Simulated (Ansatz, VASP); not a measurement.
# H60C119 (C(110) slab, H on both faces): VASP beside Ansatz

Aim: how closely do two programs agree when they are given the same cell, functional and k mesh? The cell is taken from a series of runs on this material, whose earlier steps may have relaxed, scaled, displaced or heated it; both programs get it as it stands.

Main program and level: Ansatz 0.2.0; plane waves, with VASP 6.6.1 beside it; single point at LDA.

## 1. Starting point

The cell holds 179 atoms: 119 C and 60 H. Its edges and angles: a = 12.611 Å, b = 10.701 Å, c = 15.563 Å, α = 90.0°, β = 90.0°, γ = 90.0°. It derives from C (diamond-structure). As first built, before any earlier steps moved the atoms (in the runner's words): diamond-structure C (a = 3.567 A), (110) slab of 4 atomic planes, 5 x 3 surface cells, H on the broken bonds of both faces; displaced by a Gaussian of 0.02 A. Vacuum lies along c.

## 2. Ansatz: single point, LDA

Ansatz runs on its default PAW (the set named soft_2) files.

A single point gives forces, pressure and levels at one fixed geometry, so differences don't come from the geometry; what else differs is listed under the comparison.

Contents of input.yaml:

```yaml
crystal:
  lattice:
    - [12.611249442462075, 0.0, 0.0]
    - [0.0, 10.701000000000002, 0.0]
    - [0.0, 0.0, 15.563337379161068]
  atoms:
    - { symbol: C, position: [0.8999300629517231, 0.16538528446315698, 0.3816245386378967] }
    - { symbol: C, position: [-9.021088412515028e-05, 0.08610254566966409, 0.38161133436272016] }
    - { symbol: C, position: [0.9998704698802902, 1.0003416636143938, 0.45973690353127633] }
    - { symbol: C, position: [0.8998609623191829, 0.2510217567730934, 0.459797261352834] }
    - { symbol: C, position: [0.8998847904433839, 0.16703629601764589, 0.5402945880588608] }
    - { symbol: C, position: [0.9998873522522685, 0.08427898892716564, 0.5402871601788422] }
    - { symbol: C, position: [0.9998428848915017, -0.0014137809699432146, 0.6184378328781154] }
    - { symbol: C, position: [0.8998625333560376, 0.2527260572415762, 0.6184787590082472] }
    - { symbol: C, position: [0.09991901638282256, 0.16531009152375767, 0.3816097899169007] }
    - { symbol: C, position: [0.19990350183900904, 0.08606118928860217, 0.38165290718484834] }
    - { symbol: C, position: [0.1998648439612163, 1.0003239834570932, 0.4597659501508171] }
    - { symbol: C, position: [0.09987503461190665, 0.25099629950786606, 0.45976260380306744] }
    - { symbol: C, position: [0.09987276244518568, 0.16703008939521313, 0.5402683340501231] }
    - { symbol: C, position: [0.1999122427985637, 0.08429624735971686, 0.5402630311497025] }
    - { symbol: C, position: [0.19987601719154438, -0.0013485601586152565, 0.6184561424302294] }
    - { symbol: C, position: [0.0999076449930023, 0.25270262988252773, 0.618427205764988] }
    - { symbol: C, position: [0.8999170982745699, 0.4987748597433414, 0.3816467271250599] }
    - { symbol: C, position: [-0.00014756052644822817, 0.4194425434902433, 0.3816479898521491] }
    - { symbol: C, position: [0.9998497083436827, 0.3337173572961742, 0.4597869740591901] }
    - { symbol: C, position: [0.8998992072840093, 0.584372196300781, 0.45981562440993107] }
    - { symbol: C, position: [0.8998405293459284, 0.5003914299691818, 0.5403324330692671] }
    - { symbol: C, position: [-0.00012852030369490516, 0.41762990722012167, 0.5403266547669275] }
    - { symbol: C, position: [0.9998791450953773, 0.3319037716278529, 0.6184923813909717] }
    - { symbol: C, position: [0.8998481868571099, 0.5860702813531342, 0.6184711205469721] }
    - { symbol: C, position: [0.2998625483383442, 0.16528563114728864, 0.381557065974551] }
    - { symbol: C, position: [0.3998362059555902, 0.08605777079366118, 0.38148419570741215] }
    - { symbol: C, position: [0.39984802139160525, 0.0003828480074605026, 0.45964735839499243] }
    - { symbol: C, position: [0.29988416019208797, 0.25100132294816474, 0.45972137960751597] }
    - { symbol: C, position: [0.29991452108455685, 0.1670772325929661, 0.5402271263817936] }
    - { symbol: C, position: [0.3999166111564119, 0.08435067961587811, 0.5401888989597821] }
    - { symbol: C, position: [0.3999034914365733, 0.9987103758383243, 0.6183071838996937] }
    - { symbol: C, position: [0.2999076822006175, 0.2527176940279844, 0.6184146914999649] }
    - { symbol: C, position: [0.09985318994709423, 0.4986366202475917, 0.3817051904980784] }
    - { symbol: C, position: [0.19985990189389252, 0.4194283339589735, 0.38165881202444796] }
    - { symbol: C, position: [0.19987396036449043, 0.3336999845760091, 0.45977881841299745] }
    - { symbol: C, position: [0.09981600658896568, 0.584316172778419, 0.4598429430423754] }
    - { symbol: C, position: [0.09982813095064236, 0.5003680827011561, 0.5403520252040452] }
    - { symbol: C, position: [0.19988852126828982, 0.4176693067162691, 0.5403160679216055] }
    - { symbol: C, position: [0.19989868361634108, 0.3319651946261782, 0.61845678019866] }
    - { symbol: C, position: [0.09981101133208199, 0.5860344162914267, 0.6184977185033964] }
    - { symbol: C, position: [0.8998582548680961, 0.8319353218713509, 0.3816115944707027] }
    - { symbol: C, position: [0.9998806672667745, 0.7527461218179132, 0.3816616984413258] }
    - { symbol: C, position: [-0.00014303925610344384, 0.6670586108940173, 0.45981087016503597] }
    - { symbol: C, position: [0.8998401532620738, 0.9176716220590097, 0.45975526881684237] }
    - { symbol: C, position: [0.8998760067277382, 0.8337185806632398, 0.5402815781666469] }
    - { symbol: C, position: [0.9998567080362394, 0.7509973291242369, 0.5403213778229212] }
    - { symbol: C, position: [0.9998238106301341, 0.6653072494283848, 0.6184927516107284] }
    - { symbol: C, position: [0.899813834080646, 0.9193909496351658, 0.6184279638302397] }
    - { symbol: C, position: [0.49986615326850214, 0.1653422199156821, 0.38151201555137837] }
    - { symbol: C, position: [0.5998920922010835, 0.08621313721181853, 0.38155762825413936] }
    - { symbol: C, position: [0.5998596636915812, 1.0004543203279963, 0.4596880837429817] }
    - { symbol: C, position: [0.4998609193719723, 0.25108588632672113, 0.4596849829816913] }
[... 22 lines left out ...]
    - { symbol: C, position: [0.7998794267873969, 1.0004507160596998, 0.4597104157286565] }
    - { symbol: C, position: [0.6998734136869224, 0.2511325227108006, 0.45977493132197617] }
    - { symbol: C, position: [0.6998906254192384, 0.16710982106260727, 0.5402822388442137] }
    - { symbol: C, position: [0.7998824601705598, 0.08434328464398844, 0.540264320348332] }
    - { symbol: C, position: [0.7998676907975415, -0.0013423687366946801, 0.618375696294329] }
    - { symbol: C, position: [0.699871727861514, 0.2527767852623267, 0.6184261007006623] }
    - { symbol: C, position: [0.49985170455466243, 0.49872111473157765, 0.38168122354317446] }
    - { symbol: C, position: [0.5998724022058247, 0.4195295052484149, 0.3815992442769469] }
    - { symbol: C, position: [0.5998928105046242, 0.3338268720534854, 0.4597431787663722] }
    - { symbol: C, position: [0.4998577563112164, 0.5843656944524956, 0.4598209420369587] }
    - { symbol: C, position: [0.49984750423214763, 0.500413794972003, 0.540316035973326] }
    - { symbol: C, position: [0.5998401249704289, 0.41774750315456244, 0.5402743058480132] }
    - { symbol: C, position: [0.5998690356519655, 0.3320087254462832, 0.6184008334691662] }
    - { symbol: C, position: [0.4998565854009725, 0.586106877801841, 0.6184673792364956] }
    - { symbol: C, position: [0.2998349753368123, 0.831803263639389, 0.3816276748333726] }
    - { symbol: C, position: [0.3998653708528156, 0.7526401204633728, 0.38161183810689636] }
    - { symbol: C, position: [0.3998597103624858, 0.6670943333401583, 0.4597923897759133] }
    - { symbol: C, position: [0.29987566440983593, 0.9175728128578226, 0.4597597163247082] }
    - { symbol: C, position: [0.29984099958986393, 0.8336732670378884, 0.5403430609851761] }
    - { symbol: C, position: [0.3998589700291557, 0.7510326303084507, 0.5403191275145065] }
    - { symbol: C, position: [0.3998550312198109, 0.665332309889266, 0.6184440935334463] }
    - { symbol: C, position: [0.2999018440516014, 0.9194503024217966, 0.6184595874835142] }
    - { symbol: C, position: [0.6998482649075862, 0.4988010571965511, 0.3816333974102379] }
    - { symbol: C, position: [0.7999107589520517, 0.41961355127206046, 0.38166494960964076] }
    - { symbol: C, position: [0.799878893626208, 0.3338364168008883, 0.45977911610143163] }
    - { symbol: C, position: [0.6998699482276286, 0.5843766902651507, 0.4598024001169204] }
    - { symbol: C, position: [0.6998259581935238, 0.5004471001591351, 0.540345551836099] }
    - { symbol: C, position: [0.7998500032201198, 0.417703574915458, 0.5403519698130519] }
    - { symbol: C, position: [0.7998818493220256, 0.33196948879834093, 0.6184685171275739] }
    - { symbol: C, position: [0.699803819127602, 0.5861681678682379, 0.6184752025506357] }
    - { symbol: C, position: [0.4998644247634465, 0.8319135703943696, 0.38154175295983095] }
    - { symbol: C, position: [0.5998553765104149, 0.7527286597851738, 0.38162496938785995] }
    - { symbol: C, position: [0.5998625646200655, 0.6671286509199252, 0.45982636622015177] }
    - { symbol: C, position: [0.4998519805684801, 0.9176939425657008, 0.4596727774571993] }
    - { symbol: C, position: [0.49981443278009025, 0.833841636004091, 0.5402295036548759] }
    - { symbol: C, position: [0.5998239909364461, 0.7510895557287218, 0.5402725832440229] }
    - { symbol: C, position: [0.5998040075362502, 0.6654292866575025, 0.618457774013155] }
    - { symbol: C, position: [0.49989269485994087, 0.9195314988677878, 0.6183665449968574] }
    - { symbol: C, position: [0.6998725396220635, 0.8319896633580757, 0.38155224864117726] }
    - { symbol: C, position: [0.7998819576653711, 0.752710943733413, 0.38159760704819773] }
    - { symbol: C, position: [0.7998760862676266, 0.6670457528138708, 0.4597674761503311] }
    - { symbol: C, position: [0.6998826001701051, 0.9177289422822877, 0.4596337974801931] }
    - { symbol: C, position: [0.6998522715463776, 0.8337981139342976, 0.5401775069545715] }
    - { symbol: C, position: [0.7998543473904005, 0.7510085244067078, 0.54027583742675] }
    - { symbol: C, position: [0.7998382193224445, 0.6653466905104697, 0.6184678038347498] }
    - { symbol: C, position: [0.6998656904420755, 0.9194641988244332, 0.6182834184346526] }
    - { symbol: H, position: [0.8999821596387824, 0.2219802609189489, 0.32222855318265986] }
    - { symbol: H, position: [-0.00013190460890913946, 0.029691693295636135, 0.32214002110350487] }
    - { symbol: H, position: [0.99976668150611, 0.0551280768839478, 0.6778605192284015] }
    - { symbol: H, position: [0.8999193226105856, 0.196294678562665, 0.6779702988242187] }
    - { symbol: H, position: [0.09989106327673862, 0.22183970527293131, 0.32218849660433685] }
    - { symbol: H, position: [0.19999041565920603, 0.02955785456231804, 0.3222189147144454] }
    - { symbol: H, position: [0.19970996638005603, 0.055095209884874416, 0.6779143326180159] }
    - { symbol: H, position: [0.0999706209581404, 0.1961036423833298, 0.6778224979121177] }
    - { symbol: H, position: [0.8999553965009036, 0.5553119801401614, 0.3222265402951641] }
    - { symbol: H, position: [0.9998760110152599, 0.3629895439000016, 0.3222104783779631] }
    - { symbol: H, position: [0.9999194901597407, 0.38841351613777503, 0.6779167114590231] }
    - { symbol: H, position: [0.8998022555828044, 0.5295123987097746, 0.6778826279252061] }
    - { symbol: H, position: [0.2996824517482311, 0.22178794179749073, 0.3220996218157358] }
    - { symbol: H, position: [0.39991600279126327, 0.029457263269457145, 0.32207547408175086] }
    - { symbol: H, position: [0.39988329108430276, 0.055185924916960456, 0.6777446498037948] }
    - { symbol: H, position: [0.2998299859262563, 0.1961078484118141, 0.6778073209120167] }
    - { symbol: H, position: [0.09982429595609928, 0.5552173359465191, 0.32229996007465395] }
    - { symbol: H, position: [0.1996968765722401, 0.36306132124614404, 0.3221405256105648] }
    - { symbol: H, position: [0.1999139844168054, 0.3884609212263473, 0.6778989255231145] }
    - { symbol: H, position: [0.09980368267359527, 0.5296181513431304, 0.6779681521294165] }
    - { symbol: H, position: [0.8998208024014474, 0.8883056203509156, 0.3221092668741396] }
    - { symbol: H, position: [0.9999491463119664, 0.6962841250454818, 0.32220549503027185] }
    - { symbol: H, position: [0.999815151215267, 0.7219695130735798, 0.6778750680368275] }
    - { symbol: H, position: [0.899608682914044, 0.8630023133210151, 0.6779306573848688] }
    - { symbol: H, position: [0.4997524710070367, 0.22176483564186264, 0.3220237152929973] }
    - { symbol: H, position: [0.6000803465329178, 0.029770630821203743, 0.32206351138172046] }
    - { symbol: H, position: [0.600087741593396, 0.05519517280367119, 0.6777977967920795] }
    - { symbol: H, position: [0.49983049034057464, 0.19618301442766312, 0.6777591627690003] }
    - { symbol: H, position: [0.2997175496540291, 0.5551630648131279, 0.32219677881399467] }
    - { symbol: H, position: [0.3999789060758179, 0.3628545006419464, 0.3222881844579675] }
    - { symbol: H, position: [0.39994780083461623, 0.3884463999923586, 0.6779292401750152] }
    - { symbol: H, position: [0.2999798934044733, 0.5296199719844692, 0.6778641932513104] }
    - { symbol: H, position: [0.09972595242508796, 0.8884204910434119, 0.32220183190815604] }
    - { symbol: H, position: [0.19980344859950797, 0.6960653680342092, 0.3221693348543667] }
    - { symbol: H, position: [0.1997005144832661, 0.721870334337871, 0.677897178346678] }
    - { symbol: H, position: [0.10007909414101732, 0.8628831215660412, 0.6779196228721546] }
    - { symbol: H, position: [0.6999313688143908, 0.22197214136368973, 0.3222139158783639] }
    - { symbol: H, position: [0.7998116385214169, 0.029828005809497047, 0.3221085945163551] }
    - { symbol: H, position: [0.7998885710525646, 0.055158057130636325, 0.6778155089306569] }
    - { symbol: H, position: [0.6998087854005626, 0.19627252969061806, 0.6778424078534665] }
    - { symbol: H, position: [0.4997737226254878, 0.5551859589272936, 0.3222357673462103] }
    - { symbol: H, position: [0.5998047988732025, 0.3629570948075924, 0.3221952938504204] }
    - { symbol: H, position: [0.5999188868689975, 0.3886010483541053, 0.6778010431695897] }
    - { symbol: H, position: [0.500067401263989, 0.5296758288623078, 0.6779372044776079] }
    - { symbol: H, position: [0.299765865066484, 0.8880943262970838, 0.3221005781521392] }
    - { symbol: H, position: [0.3997181863561529, 0.6959649281907949, 0.3222603358709383] }
    - { symbol: H, position: [0.39977181079494534, 0.7218981700170839, 0.6778480768296815] }
    - { symbol: H, position: [0.3001725456529569, 0.8629334644767025, 0.677919658145674] }
    - { symbol: H, position: [0.6999273418808417, 0.5554803239433639, 0.32227034743527155] }
    - { symbol: H, position: [0.7999862403617056, 0.36326751534870894, 0.3221669403110039] }
    - { symbol: H, position: [0.7998921484747507, 0.38847084199548043, 0.6779181473923801] }
    - { symbol: H, position: [0.6997704902522902, 0.5295348136959068, 0.6778399751174617] }
    - { symbol: H, position: [0.49987597784061943, 0.888377626237597, 0.322071347361407] }
    - { symbol: H, position: [0.5999193051504375, 0.6961283501099439, 0.3222392194472524] }
    - { symbol: H, position: [0.5996592981001599, 0.7218499425319947, 0.6779423095359378] }
    - { symbol: H, position: [0.49974268289727997, 0.8630068609802408, 0.6777870674906525] }
    - { symbol: H, position: [0.6998191510061337, 0.8885138675390215, 0.3221219901675643] }
    - { symbol: H, position: [0.7998551314772543, 0.6961683272351309, 0.3221807292473054] }
    - { symbol: H, position: [0.8000182247407219, 0.7218963960957963, 0.6778662997639656] }
    - { symbol: H, position: [0.6996707550857626, 0.8628622117938883, 0.677636589087941] }
kpoints:
  mp_grid:
    grid: [1, 1, 1]
hamiltonian:
  xc: lda
scf:
  occupations:
    method: gaussian
    width: 0.025
output:
  forces: true
  eigenvalues: true
```

On the command line:

```sh
> python scan.py
```

(Continued in part 2 of 2.)

[Lines on the potential files, build, host, timing and source positions are cut from VASP's logs without a mark.]

[Logs are printed without paths, hosts, clocks, repeated set-up lines and the standing remarks that a program may print on its own settings, such as how far it seeks lower states.]

[Hosts, paths, dates, database ids (printed as entryN), source tags and the programs' standing remarks are cut or masked in the printed files.]
